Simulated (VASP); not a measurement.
Level of theory: PBE GGA, VASP's PBE PAW potentials (set 64) (plane waves; VASP 6.6.1).

A VASP calculation is set up with these files.

POSCAR:
```
Zn35FO35
9.8646430
  0.4999999186  -0.8660254006   0.0000000000
  0.4999999186   0.8660254006   0.0000000000
  0.0000000000   0.0000000000   1.0730013680
Zn O F
35 35 1
Direct
  0.2240912606   0.1119312150   0.2517972599
  0.1109925909   0.2210258747   0.0000988759
  0.2248276985   0.1110570771   0.7467717237
  0.1135288128   0.2200189598   0.5019214155
  0.2212477092   0.4430580020   0.2503381163
  0.1112426670   0.5556492402   0.0017037393
  0.2217878173   0.4432275480   0.7520460922
  0.1107777259   0.5545811244   0.5013236025
  0.2225940883   0.7783635017   0.2511014267
  0.1113078629   0.8887936861   0.0007040323
  0.2224609564   0.7781209058   0.7503353863
  0.1148601949   0.8926575022   0.4996238454
  0.5547502464   0.1119871394   0.2518424824
  0.4433953632   0.2199944244   0.9912025279
  0.5531919790   0.1109972866   0.7469443590
  0.5542808548   0.4415147574   0.2333456211
  0.4440757614   0.5566256727   0.0004444221
  0.5537854935   0.4407574812   0.7507088684
  0.4356741253   0.5615165606   0.5058543094
  0.5554716127   0.7791984717   0.2517331225
  0.4443075102   0.8888997165   0.0007540774
  0.5563853111   0.7789548430   0.7515908179
  0.4446865101   0.8927220079   0.4995888335
  0.8895505463   0.1123754833   0.2520015362
  0.7769262510   0.2211432407   0.0002845109
  0.8888290422   0.1108649268   0.7507768710
  0.7736706768   0.2200941310   0.5019056500
  0.8888352690   0.4431583655   0.2503071123
  0.7795129090   0.5566734369   0.0005131183
  0.8884980491   0.4433545059   0.7520664436
  0.7929137496   0.5616945941   0.5058996802
  0.8904977323   0.7792398477   0.2517316567
  0.7779625217   0.8890523673   0.0020710986
  0.8893783594   0.7788973428   0.7515691038
  0.7781616933   0.8895216432   0.4999503936
  0.2016103617   0.1011667495   0.4330934819
  0.1106623826   0.2222773654   0.1891847678
  0.2187228113   0.1088213999   0.9400945575
  0.1106054424   0.2223067088   0.6907799958
  0.2212572783   0.4428257930   0.4402908941
  0.1110400435   0.5551263671   0.1914204810
  0.2222055711   0.4445182477   0.9410505682
  0.1107014234   0.5544187221   0.6907071663
  0.2213154448   0.7757263722   0.4411777373
  0.1108521323   0.8874181635   0.1894524759
  0.2218711544   0.7769082623   0.9399750710
  0.1095838423   0.8868506402   0.6896295271
  0.5666371821   0.1012697718   0.4331577362
  0.4433064843   0.2198429660   0.1853550030
  0.5570279947   0.1089685109   0.9402057270
  0.4446697825   0.2224866085   0.7119426458
  0.4438056849   0.5557714177   0.1913977517
  0.5572820162   0.4475462350   0.9444419055
  0.4450622591   0.5555680175   0.6914376613
  0.5554325805   0.7763648910   0.4409418000
  0.4433463895   0.8874496295   0.1894993638
  0.5562018806   0.7779338911   0.9407421334
  0.4440849441   0.8868786414   0.6896391469
  0.8897264891   0.1123371008   0.4415027361
  0.7784613496   0.2224008159   0.1892700982
  0.8885823348   0.1104170540   0.9402145700
  0.7786362454   0.2223830905   0.6907995833
  0.8885542414   0.4429802014   0.4402588807
  0.7789845137   0.5559068516   0.1914112365
  0.8892464493   0.4445722662   0.9410897352
  0.7773948706   0.5555558809   0.6914597214
  0.8879377673   0.7765118101   0.4409447998
  0.7779634314   0.8891517392   0.1919484234
  0.8885407657   0.7778826499   0.9407046979
  0.7777338759   0.8886167662   0.6898076870
  0.5687676268   0.4704925176   0.4307390990
```

### INCAR
```
# general
SYSTEM     = Zn35FO35
PREC       = Normal
ENCUT      = 400   # plane-wave cut-off (eV)
LREAL      = Auto   # projection in real space or not
LASPH      = .TRUE.
ISYM       = 0

# electronic loop
EDIFF      = 1E-6
NELM       = 100
NELMIN     = 4
ALGO       = Fast   # Davidson, then RMM-DIIS
LMAXMIX    = 4   # l cut-off of mixed one-centre charges

# smearing
ISMEAR     = 0   # Gaussian
SIGMA      = 0.05   # width (eV)

# functional
GGA        = PE

# spin
ISPIN      = 2   # spin-polarised
MAGMOM     = 71*0.0141
NUPDOWN    = 1

# output
LWAVE      = .FALSE.
LCHARG     = .FALSE.
LORBIT     = 11

# other
LHYPERFINE = .TRUE.
```

**KPOINTS**
```
Automatic mesh
0
Gamma
1 1 1
0 0 0
```

POTCAR, in this order: Zn O F (PBE.64 set). Program: vasp_gam. Read from the step before: WAVECAR.

Output

### OSZICAR
```
       N       E                     dE             d eps       ncg     rms          rms(c)
DAV:   1    -0.313236010616E+03   -0.31324E+03   -0.79243E-05  1320   0.464E-02    0.471E-02
RMM:   2    -0.313236024158E+03   -0.13541E-04   -0.13121E-04  1761   0.156E-02    0.986E-02
RMM:   3    -0.313235996442E+03    0.27716E-04   -0.43629E-05  1623   0.117E-02    0.192E-02
RMM:   4    -0.313235997053E+03   -0.61114E-06   -0.13635E-05  1415   0.445E-03    0.309E-03
RMM:   5    -0.313235997800E+03   -0.74720E-06   -0.31680E-06  1166   0.249E-03
   1 F= -.31323600E+03 E0= -.31322886E+03  d E =-.142681E-01  mag=     1.0000
```

File OUTCAR:
```
------------------------ aborting loop because EDIFF is reached ----------------------------------------
  FORCE on cell =-STRESS in cart. coord.  units (eV):
  Direction    XX          YY          ZZ          XY          YZ          ZX
  --------------------------------------------------------------------------------------
  Total      -19.5589824    -20.0704112    -23.5362283      0.8684413     -0.0825433     -0.1354153
  in kB      -35.1303021    -36.0488902    -42.2739177      1.5598259     -0.1482578     -0.2432222
  external PRESSURE =     -37.8177033 kB  Pullay stress =       0.0000000 kB
  volume of cell :      892.02
      direct lattice vectors                 reciprocal lattice vectors
     4.932320697 -8.543031406  0.000000000     0.101372159 -0.058527234  0.000000000
     4.932320697  8.543031406  0.000000000     0.101372159  0.058527234  0.000000000
     0.000000000  0.000000000 10.584775434     0.000000000  0.000000000  0.094475316
 POSITION                                       TOTAL-FORCE (eV/Angst)
 -----------------------------------------------------------------------------------
      1.65737     -0.95819      2.66522         0.008102     -0.003103      0.007708
      1.63762      0.94002      0.00105        -0.010049      0.000723      0.008910
      1.65669     -0.97195      7.90441        -0.017775      0.011805      0.003228
      1.64516      0.90975      5.31273        -0.003567      0.005848      0.006003
      3.27657      1.89493      2.64977        -0.012932     -0.001728     -0.012652
      3.28932      3.79658      0.01803         0.010470      0.002772     -0.006165
      3.28007      1.89177      7.96024        -0.006873      0.013724     -0.000324
      3.28176      3.79143      5.30640        -0.003731     -0.000755      0.015480
      4.93704      4.74796      2.65785        -0.006697      0.001343     -0.010195
      4.93282      6.64209      0.00745         0.010509     -0.008712     -0.001615
      4.93519      4.74702      7.94213        -0.005451     -0.007031      0.012098
      4.96940      6.64475      5.28841         0.015773     -0.012601      0.009388
      3.28856     -3.78254      2.66570        -0.002648      0.013396      0.013111
      3.27205     -1.90852     10.49166        -0.008625     -0.002382     -0.011423
      3.27599     -3.77768      7.90624         0.007310     -0.003378     -0.006615
      4.91158     -0.96336      2.46991        -0.012975     -0.006702     -0.011676
      4.93578      0.96152      0.00470        -0.003571      0.003651     -0.008244
      4.90540     -0.96560      7.94608         0.010208      0.002874     -0.000382
      4.91846      1.07508      5.35435         0.007884     -0.000855     -0.002480
      6.58302      1.91131      2.66454         0.009248     -0.002430     -0.004188
      6.57581      3.79817      0.00798        -0.006819      0.010464     -0.002674
      6.58633      1.90142      7.95542         0.010468      0.000970     -0.001588
      6.59653      3.82758      5.28804        -0.001136      0.016353      0.011746
      4.94182     -6.63943      2.66738        -0.005603     -0.010328      0.001987
      4.92280     -4.74807      0.00301        -0.003694     -0.013243      0.000241
      4.93081     -6.64617      7.94680        -0.006019     -0.005971      0.010763
      4.90157     -4.72922      5.31256         0.002525      0.000736      0.010686
      6.56982     -3.80743      2.64944        -0.004808     -0.006214     -0.007558
      6.59050     -1.90372      0.00543        -0.000685     -0.006682     -0.011386
      6.56912     -3.80288      7.96045         0.000864     -0.013123     -0.001687
      6.68136     -1.97531      5.35483        -0.001335      0.008646     -0.001530
      8.23568     -0.95048      2.66452         0.008925      0.006910     -0.000772
      8.22225      0.94904      0.02192         0.009161      0.005859     -0.000078
      8.22847     -0.94384      7.95519         0.007052      0.012133     -0.000604
      8.22555      0.95135      5.29186         0.008793      0.003866     -0.003055
      1.49339     -0.85809      4.58420         0.003829     -0.011562     -0.003294
      1.64217      0.95353      2.00248         0.005350      0.005804     -0.005056
      1.61555     -0.93889      9.95069        -0.013385      0.007657      0.012439
      1.64203      0.95427      7.31175        -0.008150     -0.008474      0.001887
      3.27547      1.89287      4.66038         0.007632     -0.005738      0.009816
      3.28575      3.79384      2.02614         0.000564     -0.000487     -0.007978
      3.28850      1.89922      9.96081        -0.012338      0.007097     -0.007495
      3.28059      3.79069      7.31098         0.012667      0.009320      0.004741
      4.91773      4.73635      4.66977         0.006522      0.003106      0.000871
      4.92379      6.63423      2.00531        -0.010187      0.000077      0.004234
      4.92630      4.74170      9.94943        -0.006892     -0.005982     -0.026052
      4.91473      6.64021      7.29957         0.005802     -0.008000     -0.002761
      3.29433     -3.97565      4.58488        -0.003823      0.008034     -0.008628
      3.27087     -1.90906      1.96194         0.010463      0.002246     -0.009478
      3.28491     -3.82779      9.95187        -0.001015     -0.015902      0.011972
      3.29063     -1.89812      7.53575         0.002404     -0.012676      0.021346
      4.93023      0.95653      2.02590         0.001573      0.002460      0.010560
      4.95614     -0.93748      9.99671         0.006512      0.003595     -0.000588
      4.93543      0.94405      7.31871        -0.002596     -0.004085     -0.010346
      6.56885      1.88743      4.66727        -0.001893     -0.007454      0.010639
      6.56391      3.79399      2.00581        -0.003463     -0.010298      0.003005
      6.58039      1.89426      9.95754         0.004659      0.009526     -0.005467
      6.56474      3.78280      7.29968        -0.004684      0.008692     -0.002300
      4.94250     -6.64126      4.67321        -0.010245     -0.004362      0.001366
      4.93657     -4.75044      2.00338         0.007659     -0.000680     -0.004575
      4.92739     -6.64789      9.95196         0.010416      0.005709     -0.012585
      4.93735     -4.75209      7.31196        -0.008929      0.001588     -0.000241
      6.56755     -3.80655      4.66004        -0.003250      0.003974      0.012316
      6.58411     -1.90576      2.02604        -0.000789     -0.000425      0.011909
      6.57882     -3.79887      9.96122        -0.000767     -0.016253     -0.009298
      6.57454     -1.89518      7.31895        -0.007703     -0.000587     -0.011695
      8.20960     -0.95192      4.66730        -0.008487      0.006569      0.009222
      8.22275      0.94989      2.03173        -0.003963      0.000354     -0.015955
      8.21933     -0.94536      9.95715         0.011573      0.000635     -0.005650
      8.21898      0.94728      7.30146         0.008384      0.006728      0.006154
      5.12596     -0.83957      4.55928         0.004255      0.002962      0.012509
 -----------------------------------------------------------------------------------
    total drift:                               -0.019855     -0.004878      0.057868
  FREE ENERGIE OF THE ION-ELECTRON SYSTEM (eV)
  ---------------------------------------------------
  free  energy   TOTEN  =      -313.2359978002 eV

  energy  without entropy=     -313.2217297224  energy(sigma->0) =     -313.22886376

 total charge

# of ion       s       p       d       tot
------------------------------------------
    1        0.447   0.467   9.884  10.797
    2        0.444   0.462   9.892  10.797
    3        0.447   0.467   9.890  10.804
    4        0.452   0.477   9.885  10.814
    5        0.442   0.459   9.892  10.792
    6        0.442   0.457   9.892  10.790
    7        0.441   0.456   9.891  10.789
    8        0.444   0.459   9.891  10.794
    9        0.442   0.458   9.891  10.791
   10        0.444   0.462   9.893  10.799
   11        0.441   0.455   9.891  10.786
   12        0.449   0.471   9.887  10.807
   13        0.446   0.467   9.884  10.797
...
```
(Selected blocks of OUTCAR.)

At this cut-off the stress carries a Pulay error, which pulls relaxed volumes low.  The supercell is sampled at Γ alone, which is coarse: total energies, pressure and levels can be off, energies of defects by several tenths of an eV.

The cell is a supercell with a defect, built from ZnO (wurtzite): F_O-vac_Zn.
